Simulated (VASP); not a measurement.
Output of a VASP run:

**OSZICAR**
```
       N       E                     dE             d eps       ncg     rms          rms(c)
DAV:   1     0.118768538345E+03    0.11877E+03   -0.84673E+03   980   0.130E+03
DAV:   2    -0.118552322924E+02   -0.13062E+03   -0.12901E+03   986   0.363E+02
DAV:   3    -0.201389040524E+02   -0.82837E+01   -0.80149E+01  1564   0.756E+01
DAV:   4    -0.202660427146E+02   -0.12714E+00   -0.12763E+00  1364   0.943E+00
DAV:   5    -0.202697316790E+02   -0.36890E-02   -0.37104E-02  1468   0.156E+00    0.919E+00
DAV:   6    -0.193514480194E+02    0.91828E+00   -0.46266E+00  1628   0.254E+01    0.330E+00
DAV:   7    -0.193046320224E+02    0.46816E-01   -0.83986E-02  1172   0.256E+00    0.187E+00
DAV:   8    -0.192824284797E+02    0.22204E-01   -0.35291E-02  1416   0.156E+00    0.211E-01
DAV:   9    -0.192818702880E+02    0.55819E-03   -0.31404E-03  1268   0.406E-01    0.832E-02
DAV:  10    -0.192818859062E+02   -0.15618E-04   -0.25143E-04  1432   0.154E-01    0.687E-02
DAV:  11    -0.192818954305E+02   -0.95243E-05   -0.34725E-05  1384   0.440E-02    0.498E-02
DAV:  12    -0.192819196940E+02   -0.24264E-04   -0.30133E-05  1166   0.261E-02    0.592E-03
DAV:  13    -0.192819176253E+02    0.20687E-05   -0.15227E-06  1450   0.120E-02    0.283E-03
DAV:  14    -0.192819153820E+02    0.22432E-05   -0.17996E-07   798   0.395E-03    0.768E-04
DAV:  15    -0.192819149831E+02    0.39890E-06   -0.39043E-08   694   0.314E-03    0.760E-04
DAV:  16    -0.192819150529E+02   -0.69751E-07   -0.80391E-09   634   0.113E-03
   1 F= -.20230137E+02 E0= -.20230137E+02  d E =0.000000E+00
```

File OUTCAR:
```
------------------------ aborting loop because EDIFF is reached ----------------------------------------
 Edisp (eV)   -0.94822
  FORCE on cell =-STRESS in cart. coord.  units (eV):
  Direction    XX          YY          ZZ          XY          YZ          ZX
  --------------------------------------------------------------------------------------
  Total       0.02045     0.02045     0.02045     0.00000    -0.00000    -0.00000
  in kB       0.48767     0.48767     0.48767     0.00000    -0.00000    -0.00000
  external pressure =        0.49 kB  Pullay stress =        0.00 kB
  volume of cell :       67.17
      direct lattice vectors                 reciprocal lattice vectors
     4.065030062  0.000000000  0.000000000     0.246000641  0.000000000  0.000000000
     0.000000000  4.065030062  0.000000000     0.000000000  0.246000641  0.000000000
     0.000000000  0.000000000  4.065030062     0.000000000  0.000000000  0.246000641
 POSITION                                       TOTAL-FORCE (eV/Angst)
 -----------------------------------------------------------------------------------
      0.00000      0.00000      0.00000         0.000000      0.000000      0.000000
      0.00000      2.03252      2.03252         0.000000      0.000000      0.000000
      2.03252      0.00000      2.03252         0.000000      0.000000      0.000000
      2.03252      2.03252      0.00000         0.000000      0.000000      0.000000
 -----------------------------------------------------------------------------------
    total drift:                               -0.000000     -0.000000      0.000000
  FREE ENERGIE OF THE ION-ELECTRON SYSTEM (eV)
  ---------------------------------------------------
  free  energy   TOTEN  =       -20.2301369117 eV

  energy  without entropy=      -20.2301369117  energy(sigma->0) =      -20.23013691

 total charge

# of ion       s       p       d       tot
------------------------------------------
    1        2.187   6.146   1.314   9.647
    2        0.417   0.386   0.000   0.803
    3        0.417   0.386   0.000   0.803
    4        0.417   0.386   0.000   0.803
--------------------------------------------------
tot          3.439   7.304   1.314  12.057

 Electric field gradients after diagonalization (V/A^2)
 (convention: |V_zz| > |V_xx| > |V_yy|)
----------------------------------------------------------------------
 ion       V_xx      V_yy      V_zz     asymmetry (V_yy - V_xx)/ V_zz
----------------------------------------------------------------------
   1       0.000    -0.000     0.000      -0.258
   2      -9.935    -9.935    19.871       0.000
   3      -9.935    -9.935    19.871       0.000
   4      -9.935    -9.935    19.871       0.000
```
(Selected blocks of OUTCAR.)

**POSCAR**
```
Al3Sc
1
    4.0650300619     0.0000000000     0.0000000000
    0.0000000000     4.0650300619     0.0000000000
    0.0000000000     0.0000000000     4.0650300619
Sc Al
1 3
Direct
  0.0000000000   0.0000000000   0.0000000000
  0.0000000000   0.5000000000   0.5000000000
  0.5000000000   0.0000000000   0.5000000000
  0.5000000000   0.5000000000   0.0000000000
```

Problem. Reconstruct the remaining input files.

Solution. One answer among several that fit: the input of the run itself, PBE GGA with D3 dispersion (zero damping), plane waves, VASP's PBE PAW potentials (set 64).

### KPOINTS
```
Automatic mesh
0
Gamma
9 9 9
0 0 0
```

INCAR:
```
! general
SYSTEM  = Al3Sc
PREC    = Accurate
ENCUT   = 520
LREAL   = .FALSE.
LASPH   = .TRUE.

! electronic loop
EDIFF   = 1E-7
NELM    = 100
ALGO    = Normal
LMAXMIX = 4

! smearing
ISMEAR  = -5

! functional
GGA     = PE
IVDW    = 11

! ions
ISIF    = 2

! output
LWAVE   = .FALSE.
LCHARG  = .TRUE.
LORBIT  = 11
NEDOS   = 601

! other
LEFG    = .TRUE.
```

POTCAR, in this order: Sc_sv Al (PBE.64 set). Program: vasp_std.

For a metal the tetrahedron method with Blöchl corrections gives inexact stress and forces.

The compound is Al3Sc in the L1_2 structure. It was relaxed first.
